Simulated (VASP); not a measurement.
Input for VASP

POSCAR:
```
Cs3Bi2Br9
1
    8.0076419480     0.0000000000     0.0000000000
   -4.0038209740     6.9348217835     0.0000000000
   -0.0000000000    -0.0000000000     9.9137884182
Cs Bi Br
3 2 9
Direct
  0.3333330000   0.6666670000   0.3380453877
  0.6666670000   0.3333330000   0.6619546123
  0.0000000000   0.0000000000   0.0000000000
  0.3333330000   0.6666670000   0.8087085151
  0.6666670000   0.3333330000   0.1912914849
  0.1659170380   0.3318350761   0.6616921918
  0.8340829620   0.6681649239   0.3383078082
  0.6681649239   0.8340829620   0.6616921918
  0.3318350761   0.1659170380   0.3383078082
  0.1659170380   0.8340829620   0.6616921918
  0.8340829620   0.1659170380   0.3383078082
  0.5000000000   0.5000000000   0.0000000000
  0.5000000000   0.0000000000   0.0000000000
  0.0000000000   0.5000000000   0.0000000000
```

File KPOINTS:
```
kpoints
0
Gamma
  3 3 2
```

### INCAR
```
# general
SYSTEM   =  Cs3Bi2Br9
PREC     =  Accurate
ENCUT    =  400
LREAL    =  Auto
LASPH    =  .TRUE.

# electronic loop
EDIFF    =  1E-6
NELM     =  100
ALGO     =  Normal
LMAXMIX  =  4
LMIXTAU  =  .TRUE.

# smearing
ISMEAR   =  0
SIGMA    =  0.05

# functional
METAGGA  =  R2SCAN

# ions
IBRION   =  2
NSW      =  60
ISIF     =  3
EDIFFG   =  -0.02

# output
LWAVE    =  .FALSE.
LCHARG   =  .FALSE.
```

POTCAR, in this order: Cs_sv Bi_d Br (PBE.64 set). Program: vasp_std.

Write an equivalent input for Ansatz.

One equivalent input (not run):
Ansatz 0.2 input:
```yaml
crystal:
  lattice:
    - [8.0076419, 0.0000000, 0.0000000]
    - [-4.0038210, 6.9348218, 0.0000000]
    - [0.0000000, 0.0000000, 9.9137884]
  atoms:
    - { symbol: Cs, position: [0.3333330, 0.6666670, 0.3380454] }
    - { symbol: Cs, position: [0.6666670, 0.3333330, 0.6619546] }
    - { symbol: Cs, position: [0.0000000, 0.0000000, 0.0000000] }
    - { symbol: Bi, position: [0.3333330, 0.6666670, 0.8087085] }
    - { symbol: Bi, position: [0.6666670, 0.3333330, 0.1912915] }
    - { symbol: Br, position: [0.1659170, 0.3318351, 0.6616922] }
    - { symbol: Br, position: [0.8340830, 0.6681649, 0.3383078] }
    - { symbol: Br, position: [0.6681649, 0.8340830, 0.6616922] }
    - { symbol: Br, position: [0.3318351, 0.1659170, 0.3383078] }
    - { symbol: Br, position: [0.1659170, 0.8340830, 0.6616922] }
    - { symbol: Br, position: [0.8340830, 0.1659170, 0.3383078] }
    - { symbol: Br, position: [0.5000000, 0.5000000, 0.0000000] }
    - { symbol: Br, position: [0.5000000, 0.0000000, 0.0000000] }
    - { symbol: Br, position: [0.0000000, 0.5000000, 0.0000000] }
kpoints:
  mp_grid: { grid: [3, 3, 2] }
hamiltonian:
  xc: r2scan
  pseudopotentials: { kind: paw }
scf:
  occupations: { method: gaussian, width: 0.05 }
  max_iter: 100
relax:
  max_steps: 60
  f_tol: 0.02
  cell: {}
output: { forces: true, stress: true, eigenvalues: true }
```
What does not carry over: each code has its own PAW files, so the cut-off isn't converted (ENCUT is set for VASP's; basis.ecutwfc is left out, and Ansatz then takes the one that its files recommend); Ansatz stops its SCF on the density residual and VASP on the energy change (EDIFF).

The structure comes from a computed database's Cs3Bi2Br9 entry (P-3m1); how it stands against other phases isn't given here. This run relaxes it. Symmetry was kept, so distortions that lower it aren't found. The start is the result of an earlier pass.
